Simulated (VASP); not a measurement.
These are r2SCAN meta-GGA, VASP's PBE PAW potentials (set 64) (plane waves; VASP 6.6.1) values and carry that method's errors.

Input for VASP

POSCAR:
```
Fe
2.4244940
 -0.5773501675   0.5773501675   0.5773501675
  0.5773501675  -0.5773501675   0.5773501675
  0.5773501675   0.5773501675  -0.5773501675
Fe
1
Cartesian
  0.0000000000   0.0000000000   0.0000000000
```

INCAR:
```
SYSTEM = Fe
PREC = Accurate; ENCUT = 520; LREAL = F
LASPH = T
EDIFF = 1E-7; NELM = 100; ALGO = Normal
LMAXMIX = 4; LMIXTAU = T
ISMEAR = 1; SIGMA = 0.1
METAGGA = R2SCAN
ISPIN = 2; MAGMOM = 2.7
ISIF = 2
LWAVE = F; LCHARG = F; LORBIT = 10
```

**KPOINTS**
```
K-points
0
G
  18 18 18
0 0 0
```

POTCAR, in this order: Fe (PBE.64 set). Program: vasp_std.

What VASP printed:

OSZICAR:
```
       N       E                     dE             d eps       ncg     rms          rms(c)
DAV:   1     0.112370384236E+02    0.11237E+02   -0.42784E+03  7284   0.112E+03
DAV:   2    -0.152799209488E+02   -0.26517E+02   -0.24655E+02  7074   0.137E+02
DAV:   3    -0.156545286835E+02   -0.37461E+00   -0.37193E+00  8017   0.228E+01
DAV:   4    -0.156566269910E+02   -0.20983E-02   -0.20982E-02  7590   0.156E+00
DAV:   5    -0.156566512052E+02   -0.24214E-04   -0.24214E-04  7603   0.153E-01    0.125E+01
DAV:   6    -0.141540207139E+02    0.15026E+01   -0.20003E+01  7456   0.722E+01    0.783E+00
DAV:   7    -0.143217095575E+02   -0.16769E+00   -0.29113E+00  8320   0.237E+01    0.515E+00
DAV:   8    -0.143227598769E+02   -0.10503E-02   -0.63493E-02  7921   0.265E+00    0.241E+00
DAV:   9    -0.143264812588E+02   -0.37214E-02   -0.13437E-01  8414   0.431E+00    0.909E-01
DAV:  10    -0.143271005223E+02   -0.61926E-03   -0.53183E-03  7313   0.110E+00    0.234E-01
DAV:  11    -0.143273353609E+02   -0.23484E-03   -0.10762E-03  7766   0.540E-01    0.174E-01
DAV:  12    -0.143271964801E+02    0.13888E-03   -0.75124E-04  7961   0.368E-01    0.637E-02
DAV:  13    -0.143271907365E+02    0.57437E-05   -0.93952E-06  8408   0.418E-02    0.471E-02
DAV:  14    -0.143271853771E+02    0.53594E-05   -0.39028E-05  7765   0.706E-02    0.115E-02
DAV:  15    -0.143271851636E+02    0.21347E-06   -0.21856E-06  8386   0.209E-02    0.222E-03
DAV:  16    -0.143271853229E+02   -0.15926E-06   -0.12049E-07  4953   0.417E-03    0.204E-03
DAV:  17    -0.143271854028E+02   -0.79939E-07   -0.10670E-07  3575   0.415E-03
   1 F= -.14327185E+02 E0= -.14327150E+02  d E =-.106921E-03  mag=     2.5758
```

OUTCAR:
```
------------------------ aborting loop because EDIFF is reached ----------------------------------------
  FORCE on cell =-STRESS in cart. coord.  units (eV):
  Direction    XX          YY          ZZ          XY          YZ          ZX
  --------------------------------------------------------------------------------------
  Total        0.9912723      0.9912723      0.9912723      0.0000000     -0.0000000      0.0000000
  in kB      144.7645899    144.7645899    144.7645899      0.0000000     -0.0000000      0.0000000
  external PRESSURE =     144.7645899 kB  Pullay stress =       0.0000000 kB
  volume of cell :       10.97
      direct lattice vectors                 reciprocal lattice vectors
    -1.399782017  1.399782017  1.399782017     0.000000000  0.357198474  0.357198474
     1.399782017 -1.399782017  1.399782017     0.357198474  0.000000000  0.357198474
     1.399782017  1.399782017 -1.399782017     0.357198474  0.357198474  0.000000000
 POSITION                                       TOTAL-FORCE (eV/Angst)
 -----------------------------------------------------------------------------------
      0.00000      0.00000      0.00000        -0.000000      0.000000     -0.000000
 -----------------------------------------------------------------------------------
    total drift:                                0.000000      0.000000      0.000000
  FREE ENERGIE OF THE ION-ELECTRON SYSTEM (eV)
  ---------------------------------------------------
  free  energy   TOTEN  =       -14.3271854028 eV

  energy  without entropy=      -14.3270784816  energy(sigma->0) =      -14.32714976

 total charge

# of ion       s       p       d       tot
------------------------------------------
    1        0.507   0.608   6.236   7.351

 magnetization (x)

# of ion       s       p       d       tot
------------------------------------------
    1       -0.015  -0.119   2.754   2.620
```
(Selected blocks of OUTCAR.)

The compound is Fe in the bcc structure. This cell is one point of a volume scan, at 0.94 of the reference volume.
